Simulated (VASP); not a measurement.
Calculation: PBE GGA with D3 dispersion (Becke-Johnson damping), VASP's PBE PAW potentials (set 64) (plane waves; VASP 6.6.1). For the first row: Settings: 520 eV cut-off, 7×7×11 Γ-centred mesh, first-order Methfessel-Paxton smearing of 0.10 eV, potentials Mn_pv O.

```
system         energy (eV/atom)
-------------  ----------------
MnO2 (rutile)           -8.1469
Mn atom                 -5.1481
O atom                  -1.9053
```

Atoms are spin-polarised in a large box without symmetry, with the spin fixed by Hund's rule, and may not be in the lowest state of each functional; no zero-point energy is added.

**Question.** What is the cohesive energy per atom of MnO2?

**Answer.** The references average (2×(-5.1481) + 4×(-1.9053))/6 = -2.9862 eV, so the cohesive energy is -2.9862 − (-8.1469) = 5.161 eV/atom.
